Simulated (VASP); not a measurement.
# GaC (P1) in VASP: single point with PBEsol

Aim: the single point of GaC with PBEsol.

Program: VASP 6.6.1. These are calculated values, not measurements. Logs are shortened: lines on timing, memory, paths and dates and some standing lists are left out, and cuts for length are marked.

## (1) Starting point

The typed cell holds 12 atoms: a = 3.253 Å, b = 3.297 Å, c = 16.518 Å, α = 90.12°, β = 89.23°, γ = 61.71°.

The cell was built by a generator and needn't be a form met in nature.

## (2) Single point, PBEsol

Input file INCAR:

```
PREC = Accurate ; ENCUT = 520
EDIFF = 1E-7 ; ISMEAR = -1
SIGMA = 0.1 ; LREAL = F
LASPH = T ; NELM = 100
ALGO = Fast ; ISIF = 2
LWAVE = F ; LCHARG = F
GGA = PS ; NBANDS = 63
```

Input file KPOINTS:

```
Automatic mesh
0
Gamma
  6 6 1
```

Input file POSCAR:

```
GaC
1.0
    1.6579043200      2.7989174000      0.0221579600
   -1.7014521300      2.8240587600     -0.0031595000
    0.1242829400      0.0538460200     16.5174836800
Ga C
6 6
Direct
    0.9693710000      0.9828960000      0.0008340000
    0.0165930000      0.9987750000      0.5051590000
    0.2996230000      0.3505250000      0.1677440000
    0.6403870000      0.7094580000      0.6672840000
    0.5948510000      0.6954790000      0.3386620000
    0.3073850000      0.3869000000      0.8441860000
    0.3710500000      0.2508910000      0.0463620000
    0.6006940000      0.6404610000      0.5435460000
    0.6553370000      0.6946960000      0.1991320000
    0.3175480000      0.3826410000      0.7128660000
    0.9950960000      0.0125590000      0.3750790000
    0.9722750000      0.0258130000      0.8796540000
```

Potentials or basis: VASP PAW PBE potentials, release 64 (Ga_d, C).

Command:

```bash
$ cat potpaw_PBE.64/Ga_d/POTCAR potpaw_PBE.64/C/POTCAR > POTCAR
$ mpirun -np 1 vasp_std > vasp.out
```

OUTCAR:

```text
PREC = Accurate
   ENCUT = 520
   EDIFF = 1E-7
   ISMEAR = -1
   LREAL = F
   LASPH = T
   NELM = 100
   ISIF = 2
   GGA = PS

 ion  position               nearest neighbor table
   1  0.969  0.983  0.001-   7 1.86  12 2.01   7 2.04   7 2.27
   2  0.017  0.999  0.505-   8 1.82   8 1.99  11 2.15   8 2.26
   3  0.300  0.351  0.168-   9 1.91   9 1.98   7 2.02   9 2.04
   4  0.640  0.709  0.667-  10 1.97   8 2.07  10 2.09  10 2.09
   5  0.595  0.695  0.339-  11 1.81  11 2.09  11 2.11   9 2.31
   6  0.307  0.387  0.844-  12 1.94  12 2.01  12 2.04  10 2.17
   7  0.371  0.251  0.046-   1 1.86   3 2.02   1 2.04   1 2.27
   8  0.601  0.640  0.544-   2 1.82   2 1.99   4 2.07   2 2.26
   9  0.655  0.695  0.199-   3 1.91   3 1.98   3 2.04   5 2.31
  10  0.318  0.383  0.713-   4 1.97   4 2.09   4 2.09   6 2.17
  11  0.995  0.013  0.375-   5 1.81   5 2.09   5 2.11   2 2.15
  12  0.972  0.026  0.880-   6 1.94   1 2.01   6 2.01   6 2.04

  LATTYP: Found a triclinic cell.
 ALAT       =     3.2531640477
 B/A-ratio  =     1.0327010490
 C/A-ratio  =     6.1614538656
 COS(alpha) =     0.0038606756
 COS(beta)  =     0.4915978925
 COS(gamma) =     0.5032122298

  Lattice vectors:

 A1 = (  -1.6579043200,  -2.7989174000,  -0.0221579600)
 A2 = (  -3.3593564500,   0.0251413600,  -0.0253174600)
 A3 = (  -0.0371873200, -11.2997983400, -16.5554806000)

Analysis of symmetry for initial positions (statically):
=====================================================================
 Subroutine PRICEL returns:
 Original cell was already a primitive cell.

 Routine SETGRP: Setting up the symmetry group for a
 triclinic supercell.

 Subroutine GETGRP returns: Found  1 space group operations
 (whereof  1 operations were pure point group operations)
 out of a pool of  2 trial point group operations.

The static configuration has the point symmetry C_1 .

Analysis of symmetry for dynamics (positions and initial velocities):
=====================================================================
 Subroutine PRICEL returns:
 Original cell was already a primitive cell.

 Routine SETGRP: Setting up the symmetry group for a
 triclinic supercell.

 Subroutine GETGRP returns: Found  1 space group operations
 (whereof  1 operations were pure point group operations)
 out of a pool of  2 trial point group operations.

The dynamic configuration has the point symmetry C_1 .

 Subroutine INISYM returns: Found  1 space group operations
 (whereof  1 operations are pure point group operations),
 and found     1 'primitive' translations

----------------------------------------------------------------------------------------

                                     Primitive cell

  volume of cell :     155.9845

  direct lattice vectors                    reciprocal lattice vectors
     1.657904320  2.798917400  0.022157960     0.299045816  0.180167347 -0.002837453
    -1.701452130  2.824058760 -0.003159500    -0.296374812  0.175540853  0.001657768
     0.124282940  0.053846020 16.517483680    -0.000457857 -0.000208114  0.060546033

  length of vectors
     3.253164048  3.297007312 16.518039011     0.349137113  0.344463885  0.060548122

  position of ions in fractional coordinates (direct lattice)
     0.969371000  0.982896000  0.000834000
     0.016593000  0.998775000  0.505159000
     0.299623000  0.350525000  0.167744000
     0.640387000  0.709458000  0.667284000
     0.594851000  0.695479000  0.338662000
     0.307385000  0.386900000  0.844186000
     0.371050000  0.250891000  0.046362000
     0.600694000  0.640461000  0.543546000
     0.655337000  0.694696000  0.199132000
     0.317548000  0.382641000  0.712866000
     0.995096000  0.012559000  0.375079000
     0.972275000  0.025813000  0.879654000

  ion indices of the primitive-cell ions
   primitive index   ion index
                 1           1
                 2           2
                 3           3
                 4           4
                 5           5
                 6           6
                 7           7
                 8           8
                 9           9
                10          10
                11          11
                12          12

----------------------------------------------------------------------------------------

 KPOINTS: Automatic mesh

Automatic generation of k-mesh.
 Grid dimensions read from file:
 generate k-points for:    6    6    1

 Generating k-lattice:

  Cartesian coordinates                     Fractional coordinates (reciprocal lattice)
     0.049840969  0.030027891 -0.000472909     0.166666667  0.000000000 -0.000000000
    -0.049395802  0.029256809  0.000276295    -0.000000000  0.166666667 -0.000000000
    -0.000457857 -0.000208114  0.060546033     0.000000000 -0.000000000  1.000000000

  Length of vectors
     0.058189519  0.057410648  0.060548122

  Shift w.r.t. Gamma in fractional coordinates (k-lattice)
     0.000000000  0.000000000  0.000000000

 Subroutine IBZKPT returns following result:
 ===========================================

 Found     20 irreducible k-points:

 Following reciprocal coordinates:
            Coordinates               Weight
  0.000000  0.000000  0.000000      1.000000
  0.166667 -0.000000  0.000000      2.000000
  0.333333 -0.000000  0.000000      2.000000
  0.500000 -0.000000  0.000000      1.000000
 -0.000000  0.166667  0.000000      2.000000
  0.166667  0.166667  0.000000      2.000000
[... 12 lines left out ...]
  0.333333  0.500000  0.000000      2.000000
  0.500000  0.500000 -0.000000      1.000000
   k-points           NKPTS =     20   k-points in BZ     NKDIM =     20   number of bands    NBANDS=     63
   number of dos      NEDOS =    301   number of ions     NIONS =     12
   total plane-waves  NPLWV =  84672
   dimension x,y,z NGX =    24 NGY =   28 NGZ =  126
   dimension x,y,z NGXF=    48 NGYF=   56 NGZF=  252
   ions per type =               6   6
   NGX,Y,Z   is equivalent  to a cutoff of  12.26, 14.12, 12.68 a.u.
   NGXF,Y,Z  is equivalent  to a cutoff of  24.53, 28.24, 25.36 a.u.
 SYSTEM =  unknown system
   PREC   = accura    normal or accurate (medium, high low for compatibility)
   ISTART =      0    job   : 0-new  1-cont  2-samecut
   ICHARG =      2    charge: 1-file 2-atom 10-const
   ISPIN  =      1    spin polarized calculation?
   LNONCOLLINEAR =      F non collinear calculations
   LSORBIT =      F    spin-orbit coupling
   LASPH  =      T    aspherical Exc in radial PAW
   ENCUT  =  520.0 eV  38.22 Ry    6.18 a.u.   6.05  6.13 30.71*2*pi/ulx,y,z
   NELM   =    100;   NELMIN=  2; NELMDL= -5     # of ELM steps
   EDIFF  = 0.1E-06   stopping-criterion for ELM
   LREAL  =      F    real-space projection
   EDIFFG = 0.1E-05   stopping-criterion for IOM
   NSW    =      0    number of steps for IOM
   IBRION =     -1    ionic relax: 0-MD 1-quasi-New 2-CG
   NFREE  =      0    steps in history (QN), initial steepest desc. (CG)
   ISIF   =      2    stress and relaxation
   ISYM   =      2    0-nonsym 1-usesym 2-fastsym
   POTIM  = 0.5000    time-step for ionic-motion
   TEBEG  =    0.0;   TEEND  =   0.0 temperature during run
   PSTRESS=    0.0 pullay stress
   NELECT =     102.0000    total number of electrons
   NUPDOWN=      -1.0000    fix difference up-down
   EMIN   =  10.00;   EMAX   =-10.00  energy-range for DOS
   EFERMI =   0.00;   METHOD = LEGACY
   ISMEAR =    -1;   SIGMA  =   0.10  broadening in eV -4-tet -1-fermi 0-gaus
   EFERMI_NEDOS =   21; number of points for ismear=-14 and -15
   IALGO  =     68    algorithm
   IMIX   =      4    mixing-type and parameters
     AMIX     =   0.40;   BMIX     =  1.00
     AMIX_MAG =   1.60;   BMIX_MAG =  1.00
  volume/ion in A,a.u.               =      13.00        87.72
  Fermi-wavevector in a.u.,A,eV,Ry     =   1.420957  2.685220 27.471795  2.019120
  Thomas-Fermi vector in A             =   2.541818
   LORBIT       =      0    0 simple, 1 ext, 2 COOP (PROOUT), +10 PAW based schemes
   GGA     = PS    functional components
   LHFCALC =     F    Hartree Fock is set to
   AEXX    =    0.0000 exact exchange contribution
   IVDW    =     0    specifies the selected vdW correction
   LEPSILON=     F    determine dielectric tensor
   LRPA    =     F    only Hartree local field effects (RPA)
 non-spin polarized calculation
 RMM-DIIS sequential band-by-band and
  energy-cutoff  :      520.00
  volume of cell :      155.98
 maximum number of plane-waves:      4235
   NGX = 13   NGY = 13   NGZ = 61

 number of electron     101.9999986 magnetization

 Free energy of the ion-electron system (eV)
  ---------------------------------------------------
  ext. energy  EPLUGINS =         0.00000000
  ---------------------------------------------------
  free energy    TOTEN  =       -65.20501677 eV

  energy without entropy =      -64.94678748  energy(sigma->0) =      -65.07590212

 E-fermi :   4.1784     XC(G=0): -11.3132

 val. band max:        4.1783285665   @ k =   0.3333   0.3333  -0.0000
 cond. band min:       4.1810898267   @ k =  -0.1667   0.3333   0.0000
 fundamental gap:      0.0027612602
 Fermi energy:         4.1783649343

 k-point     1 :       0.0000    0.0000    0.0000
  band No.  band energies     occupation
      1      -9.8576      2.00000
      2      -9.8061      2.00000
      3      -9.7449      2.00000
      4      -9.6277      2.00000
      5      -9.5972      2.00000
      6      -9.4859      2.00000
[... 55 lines left out ...]
     62      12.5064      0.00000
     63      12.8505      0.00000

 k-point     2 :       0.1667   -0.0000    0.0000
  band No.  band energies     occupation
      1      -9.8226      2.00000
      2      -9.7726      2.00000
      3      -9.7384      2.00000
      4      -9.6392      2.00000
      5      -9.5799      2.00000
      6      -9.5023      2.00000
[... 55 lines left out ...]
     62      11.9810      0.00000
     63      12.6519      0.00000

 k-point     3 :       0.3333   -0.0000    0.0000
  band No.  band energies     occupation
      1      -9.8100      2.00000
      2      -9.7771      2.00000
      3      -9.7658      2.00000
      4      -9.6756      2.00000
      5      -9.5854      2.00000
      6      -9.5654      2.00000
[... 1111 lines left out ...]
     62      11.2093      0.00000
     63      11.5326      0.00000

 k-point    20 :       0.5000    0.5000   -0.0000
  band No.  band energies     occupation
      1      -9.9112      2.00000
      2      -9.8648      2.00000
      3      -9.7790      2.00000
      4      -9.7169      2.00000
      5      -9.6554      2.00000
      6      -9.6140      2.00000
[... 55 lines left out ...]
     62      10.5640      0.00000
     63      11.2322      0.00000

------------------------ aborting loop because EDIFF is reached ----------------------------------------

  FORCE on cell =-STRESS in cart. coord.  units (eV):
  Direction    XX          YY          ZZ          XY          YZ          ZX
  --------------------------------------------------------------------------------------
  -------------------------------------------------------------------------------------
  Total        4.6958488     -1.1167591     -7.1245571      5.6250214     -1.1714091     -2.5144657
  in kB       48.2328822    -11.4706656    -73.1790871     57.7767744    -12.0319969    -25.8270518
  external PRESSURE =     -12.1389568 kB  Pullay stress =       0.0000000 kB

 VOLUME and BASIS-vectors are now :
 -----------------------------------------------------------------------------
  energy-cutoff  :      520.00
  volume of cell :      155.98
      direct lattice vectors                 reciprocal lattice vectors
     1.657904320  2.798917400  0.022157960     0.299045816  0.180167347 -0.002837453
    -1.701452130  2.824058760 -0.003159500    -0.296374812  0.175540853  0.001657768
     0.124282940  0.053846020 16.517483680    -0.000457857 -0.000208114  0.060546033

 POSITION                                       TOTAL-FORCE (eV/Angst)
 -----------------------------------------------------------------------------------
     -0.06512      5.48899      0.03215         1.552389      0.911667     -0.266093
     -1.60908      2.89424      8.34117        -2.196578     -1.183373     -1.416361
     -0.07881      1.83756      2.77624         0.493397      0.458425     -0.084357
     -0.06248      3.83187     11.03380         0.049915      0.570362      0.180870
     -0.15503      3.64725      5.60483         2.546536      1.337269     -0.923569
     -0.04376      1.99843     13.94942         0.491415     -0.410038     -1.124052
      0.19405      1.74957      0.77321        -1.762700     -0.692944      0.339144
     -0.02627      3.51926      8.98930         1.990928      1.510757      1.172919
     -0.07076      3.80682      3.30149        -0.460663     -0.639888      0.940319
     -0.03598      2.00778     11.78058         0.037541     -0.869757      0.163686
      1.67502      2.84086      6.21737        -2.482627     -1.283680      0.774644
      1.67735      2.84158     14.55113        -0.259553      0.291199      0.242850
 -----------------------------------------------------------------------------------
    total drift:                                0.002076      0.000991      0.002014

  FREE ENERGIE OF THE ION-ELECTRON SYSTEM (eV)
  ---------------------------------------------------
  free  energy   TOTEN  =       -65.2050167652 eV

  energy  without entropy=      -64.9467874776  energy(sigma->0) =      -65.07590212
```

Wall time 3.2 min (1 thread of Intel Xeon 6975P-C (Granite Rapids), shared host); peak memory 0.35 GiB.

Results:

| Property | Result |
| --- | --- |
| Free energy | -65.2050 eV |
| Pressure | -1.2 GPa |
| Largest force | 3.021 eV/Å |
| Band gap on the k mesh | none (metal or under the smearing width) |

Forces on the atoms (eV/Å):
```
Ga   1.552  0.912 -0.266
Ga  -2.197 -1.183 -1.416
Ga   0.493  0.458 -0.084
Ga   0.050  0.570  0.181
Ga   2.547  1.337 -0.924
Ga   0.491 -0.410 -1.124
C   -1.763 -0.693  0.339
C    1.991  1.511  1.173
C   -0.461 -0.640  0.940
C    0.038 -0.870  0.164
C   -2.483 -1.284  0.775
C   -0.260  0.291  0.243
```

Stress tensor (GPa, compression positive):
```
 4.82  5.78 -2.58
 5.78 -1.15 -1.20
-2.58 -1.20 -7.32
```

Caveat: the k mesh is coarse (spacing up to 0.38 Å⁻¹), so the values aren't converged; the PAW data sets were made with another functional, which shifts forces and pressure a little.
